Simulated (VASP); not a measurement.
Data:

```
CELL_PARAMETERS angstrom
      2.69509     0.00000     0.00000
      0.00000     2.69509     0.00000
      0.00000     0.00000     3.60183
ATOMIC_POSITIONS crystal
  Mn 0.50000 0.50000 0.50000
  Ir 0.00000 0.00000 0.00000
```
Starting moments (μB, in the order of the record's atoms Mn Ir): 4.0 0.0.

Level of theory: LDA (Ceperley-Alder, Perdew-Zunger), VASP's LDA PAW potentials (set 64) (plane waves; VASP). Numerical set-up: 300 eV cut-off, 8×8×6 Γ-centred mesh, Fermi-Dirac smearing of 0.14 eV, potentials Mn_pv Ir.

At this cut-off the stress carries a Pulay error, which pulls relaxed volumes low. The moments were started parallel, and other spin orders were not tried in this run. Unless said otherwise, spin-orbit coupling is left out, though it shifts the bands of the heavy elements here.

**Question.** Estimate the cell moment, energy per atom (σ→0), pressure, band gap (on the k-mesh) with the smallest direct gap where there is one.

**Answer.** 
- band gap (on the k-mesh): none (metal, semimetal or under 0.01 eV)
- cell moment: 0.91 μB
- energy per atom (σ→0): -10.281 eV/atom
- pressure: -21.92 GPa

**Question.** Give the moment on each site (PAW-sphere projection).

**Answer.** 
```json
[
 {"site": "Mn1", "moment (μB)": "0.96"},
 {"site": "Ir2", "moment (μB)": "-0.08"}
]
```

The absolute energy has meaning only against runs of the same code, potentials and settings.

The structure comes from a measured MnIr entry (P4/mmm) of the Crystallography Open Database, whose conditions weren't checked. The cell was not relaxed at this level.
